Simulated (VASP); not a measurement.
Calculation: r2SCAN meta-GGA, VASP's PBE PAW potentials (set 64) (plane waves; VASP).

Gaps are without spin-orbit coupling.

Problem. Order these relaxed crystals by band gap, smallest first: MgS, P6_3mc (186); Mg3CdO4, Pm-3m (221); HgTe, P3_221 (154); ScF3, Pm-3m (221).

Solution. HgTe, P3_221 (154) (0.90 eV), Mg3CdO4, Pm-3m (221) (1.82 eV), MgS, P6_3mc (186) (4.13 eV), ScF3, Pm-3m (221) (6.97 eV)
